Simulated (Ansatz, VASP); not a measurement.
## Sn in two plane-wave programs

Aim: how closely do two programs agree when they are given the same cell, functional and k mesh? The cell is taken from a series of runs on this material, whose earlier steps may have relaxed, scaled, displaced or heated it; both programs get it as it stands.

Method: plane waves, with VASP 6.6.1 beside it; zone-centre phonons at PBEsol, in Ansatz 0.2.0.

### 1. The starting structure

The structure is trigonal, space group R-3m (No. 166). The conventional cell has a = 4.596 Å, b = 4.596 Å, c = 11.236 Å, α = 90.00°, β = 90.00°, γ = 120.00°. Nearest to Sn lie 4 Sn at 2.81 Å.

### 2. VASP: zone-centre phonons, PBEsol

Second derivatives magnify differences that forces hide, and they need a tight electronic threshold.

Lines of VASP's logs that name or quote its potential files are left out, and so is its time.

INCAR

```
SYSTEM = Sn
PREC = Accurate
ENCUT = 500
EDIFF = 1E-08
NELM = 120
ISMEAR = 0
SIGMA = 0.015
LREAL = .FALSE.
ALGO = Normal
GGA = PS
NBANDS = 20
LORBIT = 11
LWAVE = .FALSE.
LCHARG = .FALSE.
ISIF = 2
ISYM = 2
IBRION = 8
LASPH = .TRUE.
GGA_COMPAT = .FALSE.
KPAR = 2
```

POSCAR

```
Sn
1.0
   -0.0042259416      3.2456108723      3.2456108723
    3.2456108723     -0.0042259416      3.2456108723
    3.2456108723      3.2456108723     -0.0042259416
Sn
2
Direct
    0.4998373247      0.4998373247      0.4998373247
    0.7501626753      0.7501626753      0.7501626753
```

KPOINTS

```
Points of the shifted mesh
1728
Reciprocal
 0.0416666667  0.0416666667  0.0416666667 1
 0.0416666667  0.0416666667  0.1250000000 1
 0.0416666667  0.0416666667  0.2083333333 1
 0.0416666667  0.0416666667  0.2916666667 1
 0.0416666667  0.0416666667  0.3750000000 1
 0.0416666667  0.0416666667  0.4583333333 1
 0.0416666667  0.0416666667  0.5416666667 1
 0.0416666667  0.0416666667  0.6250000000 1
 0.0416666667  0.0416666667  0.7083333333 1
 0.0416666667  0.0416666667  0.7916666667 1
 0.0416666667  0.0416666667  0.8750000000 1
 0.0416666667  0.0416666667  0.9583333333 1
 0.0416666667  0.1250000000  0.0416666667 1
 0.0416666667  0.1250000000  0.1250000000 1
 0.0416666667  0.1250000000  0.2083333333 1
 0.0416666667  0.1250000000  0.2916666667 1
 0.0416666667  0.1250000000  0.3750000000 1
 0.0416666667  0.1250000000  0.4583333333 1
 0.0416666667  0.1250000000  0.5416666667 1
 0.0416666667  0.1250000000  0.6250000000 1
 0.0416666667  0.1250000000  0.7083333333 1
 0.0416666667  0.1250000000  0.7916666667 1
 0.0416666667  0.1250000000  0.8750000000 1
 0.0416666667  0.1250000000  0.9583333333 1
 0.0416666667  0.2083333333  0.0416666667 1
 0.0416666667  0.2083333333  0.1250000000 1
 0.0416666667  0.2083333333  0.2083333333 1
 0.0416666667  0.2083333333  0.2916666667 1
 0.0416666667  0.2083333333  0.3750000000 1
 0.0416666667  0.2083333333  0.4583333333 1
 0.0416666667  0.2083333333  0.5416666667 1
 0.0416666667  0.2083333333  0.6250000000 1
 0.0416666667  0.2083333333  0.7083333333 1
 0.0416666667  0.2083333333  0.7916666667 1
 0.0416666667  0.2083333333  0.8750000000 1
 0.0416666667  0.2083333333  0.9583333333 1
 0.0416666667  0.2916666667  0.0416666667 1
 0.0416666667  0.2916666667  0.1250000000 1
 0.0416666667  0.2916666667  0.2083333333 1
 0.0416666667  0.2916666667  0.2916666667 1
 0.0416666667  0.2916666667  0.3750000000 1
 0.0416666667  0.2916666667  0.4583333333 1
 0.0416666667  0.2916666667  0.5416666667 1
 0.0416666667  0.2916666667  0.6250000000 1
 0.0416666667  0.2916666667  0.7083333333 1
 0.0416666667  0.2916666667  0.7916666667 1
 0.0416666667  0.2916666667  0.8750000000 1
 0.0416666667  0.2916666667  0.9583333333 1
 0.0416666667  0.3750000000  0.0416666667 1
 0.0416666667  0.3750000000  0.1250000000 1
 0.0416666667  0.3750000000  0.2083333333 1
 0.0416666667  0.3750000000  0.2916666667 1
 0.0416666667  0.3750000000  0.3750000000 1
 0.0416666667  0.3750000000  0.4583333333 1
 0.0416666667  0.3750000000  0.5416666667 1
 0.0416666667  0.3750000000  0.6250000000 1
 0.0416666667  0.3750000000  0.7083333333 1
 0.0416666667  0.3750000000  0.7916666667 1
 0.0416666667  0.3750000000  0.8750000000 1
 0.0416666667  0.3750000000  0.9583333333 1
 0.0416666667  0.4583333333  0.0416666667 1
 0.0416666667  0.4583333333  0.1250000000 1
 0.0416666667  0.4583333333  0.2083333333 1
 0.0416666667  0.4583333333  0.2916666667 1
 0.0416666667  0.4583333333  0.3750000000 1
 0.0416666667  0.4583333333  0.4583333333 1
 0.0416666667  0.4583333333  0.5416666667 1
 0.0416666667  0.4583333333  0.6250000000 1
 0.0416666667  0.4583333333  0.7083333333 1
 0.0416666667  0.4583333333  0.7916666667 1
 0.0416666667  0.4583333333  0.8750000000 1
 0.0416666667  0.4583333333  0.9583333333 1
 0.0416666667  0.5416666667  0.0416666667 1
 0.0416666667  0.5416666667  0.1250000000 1
 0.0416666667  0.5416666667  0.2083333333 1
 0.0416666667  0.5416666667  0.2916666667 1
 0.0416666667  0.5416666667  0.3750000000 1
 0.0416666667  0.5416666667  0.4583333333 1
 0.0416666667  0.5416666667  0.5416666667 1
 0.0416666667  0.5416666667  0.6250000000 1
 0.0416666667  0.5416666667  0.7083333333 1
 0.0416666667  0.5416666667  0.7916666667 1
 0.0416666667  0.5416666667  0.8750000000 1
 0.0416666667  0.5416666667  0.9583333333 1
 0.0416666667  0.6250000000  0.0416666667 1
 0.0416666667  0.6250000000  0.1250000000 1
 0.0416666667  0.6250000000  0.2083333333 1
 0.0416666667  0.6250000000  0.2916666667 1
 0.0416666667  0.6250000000  0.3750000000 1
 0.0416666667  0.6250000000  0.4583333333 1
 0.0416666667  0.6250000000  0.5416666667 1
 0.0416666667  0.6250000000  0.6250000000 1
 0.0416666667  0.6250000000  0.7083333333 1
 0.0416666667  0.6250000000  0.7916666667 1
 0.0416666667  0.6250000000  0.8750000000 1
 0.0416666667  0.6250000000  0.9583333333 1
 0.0416666667  0.7083333333  0.0416666667 1
 0.0416666667  0.7083333333  0.1250000000 1
 0.0416666667  0.7083333333  0.2083333333 1
 0.0416666667  0.7083333333  0.2916666667 1
 0.0416666667  0.7083333333  0.3750000000 1
 0.0416666667  0.7083333333  0.4583333333 1
 0.0416666667  0.7083333333  0.5416666667 1
 0.0416666667  0.7083333333  0.6250000000 1
 0.0416666667  0.7083333333  0.7083333333 1
 0.0416666667  0.7083333333  0.7916666667 1
 0.0416666667  0.7083333333  0.8750000000 1
 0.0416666667  0.7083333333  0.9583333333 1
 0.0416666667  0.7916666667  0.0416666667 1
 0.0416666667  0.7916666667  0.1250000000 1
 0.0416666667  0.7916666667  0.2083333333 1
 0.0416666667  0.7916666667  0.2916666667 1
[... 1390 lines left out ...]
 0.8750000000  0.4583333333  0.1250000000 1
 0.8750000000  0.4583333333  0.2083333333 1
 0.8750000000  0.4583333333  0.2916666667 1
 0.8750000000  0.4583333333  0.3750000000 1
 0.8750000000  0.4583333333  0.4583333333 1
 0.8750000000  0.4583333333  0.5416666667 1
 0.8750000000  0.4583333333  0.6250000000 1
 0.8750000000  0.4583333333  0.7083333333 1
 0.8750000000  0.4583333333  0.7916666667 1
 0.8750000000  0.4583333333  0.8750000000 1
 0.8750000000  0.4583333333  0.9583333333 1
 0.8750000000  0.5416666667  0.0416666667 1
 0.8750000000  0.5416666667  0.1250000000 1
 0.8750000000  0.5416666667  0.2083333333 1
 0.8750000000  0.5416666667  0.2916666667 1
 0.8750000000  0.5416666667  0.3750000000 1
 0.8750000000  0.5416666667  0.4583333333 1
 0.8750000000  0.5416666667  0.5416666667 1
 0.8750000000  0.5416666667  0.6250000000 1
 0.8750000000  0.5416666667  0.7083333333 1
 0.8750000000  0.5416666667  0.7916666667 1
 0.8750000000  0.5416666667  0.8750000000 1
 0.8750000000  0.5416666667  0.9583333333 1
 0.8750000000  0.6250000000  0.0416666667 1
 0.8750000000  0.6250000000  0.1250000000 1
 0.8750000000  0.6250000000  0.2083333333 1
 0.8750000000  0.6250000000  0.2916666667 1
 0.8750000000  0.6250000000  0.3750000000 1
 0.8750000000  0.6250000000  0.4583333333 1
 0.8750000000  0.6250000000  0.5416666667 1
 0.8750000000  0.6250000000  0.6250000000 1
 0.8750000000  0.6250000000  0.7083333333 1
 0.8750000000  0.6250000000  0.7916666667 1
 0.8750000000  0.6250000000  0.8750000000 1
 0.8750000000  0.6250000000  0.9583333333 1
 0.8750000000  0.7083333333  0.0416666667 1
 0.8750000000  0.7083333333  0.1250000000 1
 0.8750000000  0.7083333333  0.2083333333 1
 0.8750000000  0.7083333333  0.2916666667 1
 0.8750000000  0.7083333333  0.3750000000 1
 0.8750000000  0.7083333333  0.4583333333 1
 0.8750000000  0.7083333333  0.5416666667 1
 0.8750000000  0.7083333333  0.6250000000 1
 0.8750000000  0.7083333333  0.7083333333 1
 0.8750000000  0.7083333333  0.7916666667 1
 0.8750000000  0.7083333333  0.8750000000 1
 0.8750000000  0.7083333333  0.9583333333 1
 0.8750000000  0.7916666667  0.0416666667 1
 0.8750000000  0.7916666667  0.1250000000 1
 0.8750000000  0.7916666667  0.2083333333 1
 0.8750000000  0.7916666667  0.2916666667 1
 0.8750000000  0.7916666667  0.3750000000 1
 0.8750000000  0.7916666667  0.4583333333 1
 0.8750000000  0.7916666667  0.5416666667 1
 0.8750000000  0.7916666667  0.6250000000 1
 0.8750000000  0.7916666667  0.7083333333 1
 0.8750000000  0.7916666667  0.7916666667 1
 0.8750000000  0.7916666667  0.8750000000 1
 0.8750000000  0.7916666667  0.9583333333 1
 0.8750000000  0.8750000000  0.0416666667 1
 0.8750000000  0.8750000000  0.1250000000 1
 0.8750000000  0.8750000000  0.2083333333 1
 0.8750000000  0.8750000000  0.2916666667 1
 0.8750000000  0.8750000000  0.3750000000 1
 0.8750000000  0.8750000000  0.4583333333 1
 0.8750000000  0.8750000000  0.5416666667 1
 0.8750000000  0.8750000000  0.6250000000 1
 0.8750000000  0.8750000000  0.7083333333 1
 0.8750000000  0.8750000000  0.7916666667 1
 0.8750000000  0.8750000000  0.8750000000 1
 0.8750000000  0.8750000000  0.9583333333 1
 0.8750000000  0.9583333333  0.0416666667 1
 0.8750000000  0.9583333333  0.1250000000 1
 0.8750000000  0.9583333333  0.2083333333 1
 0.8750000000  0.9583333333  0.2916666667 1
 0.8750000000  0.9583333333  0.3750000000 1
 0.8750000000  0.9583333333  0.4583333333 1
 0.8750000000  0.9583333333  0.5416666667 1
 0.8750000000  0.9583333333  0.6250000000 1
 0.8750000000  0.9583333333  0.7083333333 1
 0.8750000000  0.9583333333  0.7916666667 1
 0.8750000000  0.9583333333  0.8750000000 1
 0.8750000000  0.9583333333  0.9583333333 1
 0.9583333333  0.0416666667  0.0416666667 1
 0.9583333333  0.0416666667  0.1250000000 1
 0.9583333333  0.0416666667  0.2083333333 1
 0.9583333333  0.0416666667  0.2916666667 1
 0.9583333333  0.0416666667  0.3750000000 1
 0.9583333333  0.0416666667  0.4583333333 1
 0.9583333333  0.0416666667  0.5416666667 1
 0.9583333333  0.0416666667  0.6250000000 1
 0.9583333333  0.0416666667  0.7083333333 1
 0.9583333333  0.0416666667  0.7916666667 1
 0.9583333333  0.0416666667  0.8750000000 1
 0.9583333333  0.0416666667  0.9583333333 1
 0.9583333333  0.1250000000  0.0416666667 1
 0.9583333333  0.1250000000  0.1250000000 1
 0.9583333333  0.1250000000  0.2083333333 1
 0.9583333333  0.1250000000  0.2916666667 1
 0.9583333333  0.1250000000  0.3750000000 1
 0.9583333333  0.1250000000  0.4583333333 1
 0.9583333333  0.1250000000  0.5416666667 1
 0.9583333333  0.1250000000  0.6250000000 1
 0.9583333333  0.1250000000  0.7083333333 1
 0.9583333333  0.1250000000  0.7916666667 1
 0.9583333333  0.1250000000  0.8750000000 1
 0.9583333333  0.1250000000  0.9583333333 1
 0.9583333333  0.2083333333  0.0416666667 1
 0.9583333333  0.2083333333  0.1250000000 1
 0.9583333333  0.2083333333  0.2083333333 1
 0.9583333333  0.2083333333  0.2916666667 1
 0.9583333333  0.2083333333  0.3750000000 1
 0.9583333333  0.2083333333  0.4583333333 1
 0.9583333333  0.2083333333  0.5416666667 1
 0.9583333333  0.2083333333  0.6250000000 1
 0.9583333333  0.2083333333  0.7083333333 1
 0.9583333333  0.2083333333  0.7916666667 1
 0.9583333333  0.2083333333  0.8750000000 1
 0.9583333333  0.2083333333  0.9583333333 1
 0.9583333333  0.2916666667  0.0416666667 1
 0.9583333333  0.2916666667  0.1250000000 1
 0.9583333333  0.2916666667  0.2083333333 1
 0.9583333333  0.2916666667  0.2916666667 1
 0.9583333333  0.2916666667  0.3750000000 1
 0.9583333333  0.2916666667  0.4583333333 1
 0.9583333333  0.2916666667  0.5416666667 1
 0.9583333333  0.2916666667  0.6250000000 1
 0.9583333333  0.2916666667  0.7083333333 1
 0.9583333333  0.2916666667  0.7916666667 1
 0.9583333333  0.2916666667  0.8750000000 1
 0.9583333333  0.2916666667  0.9583333333 1
 0.9583333333  0.3750000000  0.0416666667 1
 0.9583333333  0.3750000000  0.1250000000 1
 0.9583333333  0.3750000000  0.2083333333 1
 0.9583333333  0.3750000000  0.2916666667 1
 0.9583333333  0.3750000000  0.3750000000 1
 0.9583333333  0.3750000000  0.4583333333 1
 0.9583333333  0.3750000000  0.5416666667 1
 0.9583333333  0.3750000000  0.6250000000 1
 0.9583333333  0.3750000000  0.7083333333 1
 0.9583333333  0.3750000000  0.7916666667 1
 0.9583333333  0.3750000000  0.8750000000 1
 0.9583333333  0.3750000000  0.9583333333 1
 0.9583333333  0.4583333333  0.0416666667 1
 0.9583333333  0.4583333333  0.1250000000 1
 0.9583333333  0.4583333333  0.2083333333 1
 0.9583333333  0.4583333333  0.2916666667 1
 0.9583333333  0.4583333333  0.3750000000 1
 0.9583333333  0.4583333333  0.4583333333 1
 0.9583333333  0.4583333333  0.5416666667 1
 0.9583333333  0.4583333333  0.6250000000 1
 0.9583333333  0.4583333333  0.7083333333 1
 0.9583333333  0.4583333333  0.7916666667 1
 0.9583333333  0.4583333333  0.8750000000 1
 0.9583333333  0.4583333333  0.9583333333 1
 0.9583333333  0.5416666667  0.0416666667 1
 0.9583333333  0.5416666667  0.1250000000 1
 0.9583333333  0.5416666667  0.2083333333 1
 0.9583333333  0.5416666667  0.2916666667 1
 0.9583333333  0.5416666667  0.3750000000 1
 0.9583333333  0.5416666667  0.4583333333 1
 0.9583333333  0.5416666667  0.5416666667 1
 0.9583333333  0.5416666667  0.6250000000 1
 0.9583333333  0.5416666667  0.7083333333 1
 0.9583333333  0.5416666667  0.7916666667 1
 0.9583333333  0.5416666667  0.8750000000 1
 0.9583333333  0.5416666667  0.9583333333 1
 0.9583333333  0.6250000000  0.0416666667 1
 0.9583333333  0.6250000000  0.1250000000 1
 0.9583333333  0.6250000000  0.2083333333 1
 0.9583333333  0.6250000000  0.2916666667 1
 0.9583333333  0.6250000000  0.3750000000 1
 0.9583333333  0.6250000000  0.4583333333 1
 0.9583333333  0.6250000000  0.5416666667 1
 0.9583333333  0.6250000000  0.6250000000 1
 0.9583333333  0.6250000000  0.7083333333 1
 0.9583333333  0.6250000000  0.7916666667 1
 0.9583333333  0.6250000000  0.8750000000 1
 0.9583333333  0.6250000000  0.9583333333 1
 0.9583333333  0.7083333333  0.0416666667 1
 0.9583333333  0.7083333333  0.1250000000 1
 0.9583333333  0.7083333333  0.2083333333 1
 0.9583333333  0.7083333333  0.2916666667 1
 0.9583333333  0.7083333333  0.3750000000 1
 0.9583333333  0.7083333333  0.4583333333 1
 0.9583333333  0.7083333333  0.5416666667 1
 0.9583333333  0.7083333333  0.6250000000 1
 0.9583333333  0.7083333333  0.7083333333 1
 0.9583333333  0.7083333333  0.7916666667 1
 0.9583333333  0.7083333333  0.8750000000 1
 0.9583333333  0.7083333333  0.9583333333 1
 0.9583333333  0.7916666667  0.0416666667 1
 0.9583333333  0.7916666667  0.1250000000 1
 0.9583333333  0.7916666667  0.2083333333 1
 0.9583333333  0.7916666667  0.2916666667 1
 0.9583333333  0.7916666667  0.3750000000 1
 0.9583333333  0.7916666667  0.4583333333 1
 0.9583333333  0.7916666667  0.5416666667 1
 0.9583333333  0.7916666667  0.6250000000 1
 0.9583333333  0.7916666667  0.7083333333 1
 0.9583333333  0.7916666667  0.7916666667 1
 0.9583333333  0.7916666667  0.8750000000 1
 0.9583333333  0.7916666667  0.9583333333 1
 0.9583333333  0.8750000000  0.0416666667 1
 0.9583333333  0.8750000000  0.1250000000 1
 0.9583333333  0.8750000000  0.2083333333 1
 0.9583333333  0.8750000000  0.2916666667 1
 0.9583333333  0.8750000000  0.3750000000 1
 0.9583333333  0.8750000000  0.4583333333 1
 0.9583333333  0.8750000000  0.5416666667 1
 0.9583333333  0.8750000000  0.6250000000 1
 0.9583333333  0.8750000000  0.7083333333 1
 0.9583333333  0.8750000000  0.7916666667 1
 0.9583333333  0.8750000000  0.8750000000 1
 0.9583333333  0.8750000000  0.9583333333 1
 0.9583333333  0.9583333333  0.0416666667 1
 0.9583333333  0.9583333333  0.1250000000 1
 0.9583333333  0.9583333333  0.2083333333 1
 0.9583333333  0.9583333333  0.2916666667 1
 0.9583333333  0.9583333333  0.3750000000 1
 0.9583333333  0.9583333333  0.4583333333 1
 0.9583333333  0.9583333333  0.5416666667 1
 0.9583333333  0.9583333333  0.6250000000 1
 0.9583333333  0.9583333333  0.7083333333 1
 0.9583333333  0.9583333333  0.7916666667 1
 0.9583333333  0.9583333333  0.8750000000 1
 0.9583333333  0.9583333333  0.9583333333 1
```

The projector-augmented-wave data sets are Sn_d (PBE family, release 64).

The run is started by

```bash
mpirun -np 2 vasp_std
```

Numbers of over 12 decimals in the logs are rounded to 6 here.

The log of the run:

```text
[banner, memory and clock lines left out]
running    2 mpi-ranks, on    1 nodes
 distrk:  each k-point on    1 cores,    2 groups
 distr:  one band on    1 cores,    1 groups

 POSCAR found type information on POSCAR Sn
 POSCAR found :  1 types and       2 ions
|                                                                             |
|               ----> ADVICE to this user running VASP <----                  |
|                                                                             |
|     You enforced a specific xc type in the INCAR file but a different       |
|     [... a line on the potential file left out ...]
|     I HOPE YOU KNOW WHAT YOU ARE DOING!                                     |
|                                                                             |

 LDA part: xc-table for (Slater+PW92), standard interpolation
 POSCAR, INCAR and KPOINTS ok, starting setup
 FFT: planning ... GRIDC
 FFT: planning ... GRID_SOFT
 FFT: planning ... GRID
 WAVECAR not read
 entering main loop
       N       E                     dE             d eps       ncg     rms          rms(c)
DAV:   1     0.220776779087E+03    0.22078E+03   -0.14769E+04 69628   0.199E+03
DAV:   2     0.146399406770E+02   -0.20614E+03   -0.20231E+03 69344   0.439E+02
DAV:   3    -0.782674217837E+01   -0.22467E+02   -0.22328E+02 79192   0.141E+02
DAV:   4    -0.854203755938E+01   -0.71530E+00   -0.71494E+00 78280   0.285E+01
DAV:   5    -0.856682557328E+01   -0.24788E-01   -0.24787E-01 94644   0.517E+00    0.327E+00
DAV:   6    -0.849541967341E+01    0.71406E-01   -0.44630E-02 93384   0.279E+00    0.185E+00
DAV:   7    -0.846106921606E+01    0.34350E-01   -0.54897E-02 78488   0.265E+00    0.166E-01
DAV:   8    -0.846202402071E+01   -0.95480E-03   -0.70953E-03 76300   0.102E+00    0.548E-02
DAV:   9    -0.846229097318E+01   -0.26695E-03   -0.35467E-04 82508   0.140E-01    0.116E-02
DAV:  10    -0.846230048154E+01   -0.95084E-05   -0.20653E-05 85460   0.420E-02    0.520E-03
DAV:  11    -0.846230209174E+01   -0.16102E-05   -0.28722E-06 80844   0.111E-02    0.532E-04
DAV:  12    -0.846230202050E+01    0.71235E-07   -0.13906E-07 87276   0.376E-03    0.399E-04
DAV:  13    -0.846230200605E+01    0.14453E-07   -0.10521E-08 60932   0.762E-04    0.603E-05
DAV:  14    -0.846230201065E+01   -0.46020E-08   -0.90666E-10 43740   0.349E-04
   1 F= -.84623020E+01 E0= -.84622961E+01  d E =-.118678E-04
 Linear response reoptimize wavefunctions to high precision
DAV:   1    -0.846230201335E+01   -0.26953E-08   -0.42716E-10 45292   0.272E-04
DAV:   2    -0.846230201336E+01   -0.15461E-10   -0.14405E-10 39636   0.132E-04
 Linear response DOF=           1
 Linear response progress:
  Degree of freedom:   1/  1
       N       E                     dE             d eps       ncg     rms          rms(c)
RMM:   1    -0.214074628022E+00   -0.21407E+00    0.56381E-01 86632   0.101E+01
RMM:   2    -0.220721484568E+00   -0.66469E-02   -0.19880E-02121070   0.117E+00    0.704E-02
RMM:   3    -0.220870609703E+00   -0.14913E-03   -0.16384E-03127614   0.325E-01    0.328E-02
RMM:   4    -0.220762591066E+00    0.10802E-03   -0.11588E-04126355   0.986E-02    0.111E-02
RMM:   5    -0.220750111580E+00    0.12479E-04   -0.16210E-05129882   0.330E-02    0.395E-03
RMM:   6    -0.220750611076E+00   -0.49950E-06   -0.19192E-06127778   0.950E-03    0.176E-03
RMM:   7    -0.220748763999E+00    0.18471E-05   -0.21668E-07127764   0.342E-03    0.358E-04
RMM:   8    -0.220746191746E+00    0.25723E-05   -0.22570E-08131895   0.122E-03    0.245E-04
RMM:   9    -0.220744281801E+00    0.19099E-05   -0.21084E-08130936   0.490E-04    0.529E-05
RMM:  10    -0.220744648849E+00   -0.36705E-06   -0.21905E-08137824   0.199E-04    0.294E-05
RMM:  11    -0.220744605957E+00    0.42892E-07   -0.71649E-09131987   0.100E-04    0.556E-06
RMM:  12    -0.220744605007E+00    0.94992E-09    0.22719E-09141783   0.530E-05    0.498E-06
 first order change of Fermi-energy   0.11382E+01
 force on displaced ion       1 direction 1 :  -7.896  -0.108  -0.108
 Linear response finished
```

(Part 1 of 2 ends here.)

[Lines on the potential files, build, host, timing and source positions are cut from VASP's logs without a mark.]

[Logs are printed without paths, hosts, clocks, repeated set-up lines and the standing remarks that a program may print on its own settings, such as how far it seeks lower states.]

[Hosts, paths, dates, database ids (printed as entryN), source tags and the programs' standing remarks are cut or masked in the printed files.]
